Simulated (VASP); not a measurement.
Method: RPBE GGA, VASP's PBE PAW potentials (set 64) (plane waves; VASP).

VASP ran on this input.

File KPOINTS:
```
Regular mesh
0
Gamma
 9 9 9
```

INCAR:
```
GGA = RP   ! RPBE
NELM = 100   ! most electronic steps
LREAL = F   ! projection in real space or not
ISMEAR = 0
EDIFF = 1E-6   ! SCF stop (eV)
ISIF = 3
SYSTEM = NaF
ALGO = Normal
SIGMA = 0.05   ! width (eV)
EDIFFG = -0.01
IBRION = 2
PREC = Accurate
ENCUT = 520
LCHARG = F
LWAVE = F
NSW = 60   ! most ionic steps
LASPH = T
```

### POSCAR
```
NaF
1
    0.0000000000     2.3150000000     2.3150000000
    2.3150000000     0.0000000000     2.3150000000
    2.3150000000     2.3150000000     0.0000000000
Na F
1 1
Direct
  0.0000000000   0.0000000000   0.0000000000
  0.5000000000   0.5000000000   0.5000000000
```

POTCAR, in this order: Na_pv F (PBE.64 set). Program: vasp_std.

The run wrote:

OSZICAR:
```
       N       E                     dE             d eps       ncg     rms          rms(c)
DAV:   1     0.109302369394E+03    0.10930E+03   -0.83028E+03   778   0.151E+03
DAV:   2    -0.289148821612E+01   -0.11219E+03   -0.10385E+03   812   0.363E+02
DAV:   3    -0.898491343888E+01   -0.60934E+01   -0.60703E+01   887   0.886E+01
DAV:   4    -0.904849989090E+01   -0.63586E-01   -0.63576E-01   839   0.938E+00
DAV:   5    -0.904917185701E+01   -0.67197E-03   -0.67196E-03   878   0.101E+00    0.560E+00
DAV:   6    -0.811956283840E+01    0.92961E+00   -0.39325E+00   961   0.185E+01    0.185E+00
DAV:   7    -0.812166577915E+01   -0.21029E-02   -0.32544E-02   779   0.275E+00    0.110E+00
DAV:   8    -0.813646838221E+01   -0.14803E-01   -0.44013E-02   773   0.442E+00    0.126E-01
DAV:   9    -0.813827538818E+01   -0.18070E-02   -0.66808E-03   827   0.104E+00    0.831E-02
DAV:  10    -0.813823339400E+01    0.41994E-04   -0.90539E-04   842   0.507E-01    0.129E-02
DAV:  11    -0.813823129356E+01    0.21004E-05   -0.27282E-05   830   0.602E-02    0.572E-03
DAV:  12    -0.813823424470E+01   -0.29511E-05   -0.12763E-05   788   0.380E-02    0.349E-03
DAV:  13    -0.813823406451E+01    0.18019E-06   -0.64300E-07   863   0.962E-03
   1 F= -.81382341E+01 E0= -.81382341E+01  d E =-.813823E+01
       N       E                     dE             d eps       ncg     rms          rms(c)
DAV:   1    -0.869057768587E+01   -0.55234E+00   -0.10484E+01   905   0.569E+01    0.560E+00
DAV:   2    -0.822159624366E+01    0.46898E+00   -0.18135E+00   914   0.150E+01    0.152E+00
DAV:   3    -0.819066652120E+01    0.30930E-01   -0.60422E-02   863   0.521E+00    0.759E-01
DAV:   4    -0.817804704671E+01    0.12619E-01   -0.10272E-02   872   0.359E+00    0.105E-01
DAV:   5    -0.817755244189E+01    0.49460E-03   -0.13758E-03   929   0.636E-01    0.278E-02
DAV:   6    -0.817745061378E+01    0.10183E-03   -0.18987E-04   887   0.278E-01    0.138E-02
DAV:   7    -0.817744956618E+01    0.10476E-05   -0.10817E-05   785   0.435E-02    0.536E-03
DAV:   8    -0.817745150216E+01   -0.19360E-05   -0.14502E-06   773   0.222E-02    0.173E-03
DAV:   9    -0.817745110820E+01    0.39395E-06   -0.37206E-08   403   0.279E-03
   2 F= -.81774511E+01 E0= -.81774511E+01  d E =-.392170E-01
       N       E                     dE             d eps       ncg     rms          rms(c)
DAV:   1    -0.849359187657E+01   -0.31614E+00   -0.62492E+00   908   0.432E+01    0.435E+00
DAV:   2    -0.821081464563E+01    0.28278E+00   -0.11504E+00   937   0.116E+01    0.116E+00
DAV:   3    -0.819233735846E+01    0.18477E-01   -0.34666E-02   865   0.394E+00    0.602E-01
DAV:   4    -0.818460392291E+01    0.77334E-02   -0.64740E-03   875   0.265E+00    0.751E-02
DAV:   5    -0.818431026560E+01    0.29366E-03   -0.75044E-04   968   0.474E-01    0.211E-02
DAV:   6    -0.818424706346E+01    0.63202E-04   -0.10480E-04   878   0.209E-01    0.990E-03
DAV:   7    -0.818424729871E+01   -0.23526E-06   -0.60975E-06   776   0.331E-02
   3 F= -.81842473E+01 E0= -.81842473E+01  d E =-.460132E-01
       N       E                     dE             d eps       ncg     rms          rms(c)
DAV:   1    -0.819621395191E+01   -0.11967E-01   -0.23008E-01   908   0.799E+00    0.855E-01
DAV:   2    -0.818552067199E+01    0.10693E-01   -0.46221E-02   920   0.226E+00    0.228E-01
DAV:   3    -0.818476721777E+01    0.75345E-03   -0.13382E-03   882   0.953E-01    0.122E-01
DAV:   4    -0.818447853018E+01    0.28869E-03   -0.25975E-04   872   0.580E-01    0.165E-02
DAV:   5    -0.818447075489E+01    0.77753E-05   -0.32186E-05   971   0.996E-02    0.448E-03
DAV:   6    -0.818446864721E+01    0.21077E-05   -0.47031E-06   785   0.434E-02    0.192E-03
DAV:   7    -0.818446847478E+01    0.17243E-06   -0.22396E-07   385   0.733E-03
   4 F= -.81844685E+01 E0= -.81844685E+01  d E =-.462344E-01
       N       E                     dE             d eps       ncg     rms          rms(c)
DAV:   1    -0.818502128875E+01   -0.55264E-03   -0.10617E-02   908   0.173E+00    0.183E-01
DAV:   2    -0.818452683263E+01    0.49446E-03   -0.20982E-03   914   0.484E-01    0.488E-02
DAV:   3    -0.818449960137E+01    0.27231E-04   -0.61015E-05   879   0.196E-01    0.259E-02
DAV:   4    -0.818448370597E+01    0.15895E-04   -0.11799E-05   872   0.121E-01    0.340E-03
DAV:   5    -0.818448247848E+01    0.12275E-05   -0.12573E-06   511   0.209E-02    0.981E-04
DAV:   6    -0.818448232713E+01    0.15135E-06   -0.26953E-07   388   0.866E-03
   5 F= -.81844823E+01 E0= -.81844823E+01  d E =-.462483E-01
```

### OUTCAR
```
------------------------ aborting loop because EDIFF is reached ----------------------------------------
  FORCE on cell =-STRESS in cart. coord.  units (eV):
  Direction    XX          YY          ZZ          XY          YZ          ZX
  --------------------------------------------------------------------------------------
  Total       -0.0039844     -0.0039844     -0.0039844      0.0000000      0.0000000      0.0000000
  in kB       -0.2314777     -0.2314777     -0.2314777      0.0000000      0.0000000      0.0000000
  external PRESSURE =      -0.2314777 kB  Pullay stress =       0.0000000 kB
  volume of cell :       27.58
      direct lattice vectors                 reciprocal lattice vectors
     0.000000000  2.397978146  2.397978146    -0.208508989  0.208508989  0.208508989
     2.397978146 -0.000000000  2.397978146     0.208508989 -0.208508989  0.208508989
     2.397978146  2.397978146  0.000000000     0.208508989  0.208508989 -0.208508989
  FREE ENERGIE OF THE ION-ELECTRON SYSTEM (eV)
  ---------------------------------------------------
  free  energy   TOTEN  =        -8.1844823271 eV

  energy  without entropy=       -8.1844823271  energy(sigma->0) =       -8.18448233

 reached required accuracy - stopping structural energy minimisation
```
(Selected blocks of OUTCAR.)

**CONTCAR**
```
NaF
   1.00000000000000
     0.0000000000000000    2.3979781460433878    2.3979781460433878
     2.3979781460433878   -0.0000000000000000    2.3979781460433878
     2.3979781460433878    2.3979781460433878    0.0000000000000000
  Na              F
     1     1
Direct
     0.0000000000000000    0.0000000000000000    0.0000000000000000
     0.5000000000000000    0.5000000000000000    0.5000000000000000
```

Energy and stress use the plane-wave basis of the starting cell.

The compound is NaF in the rock salt structure. This run relaxes it. Symmetry was kept, so distortions that lower it aren't found.
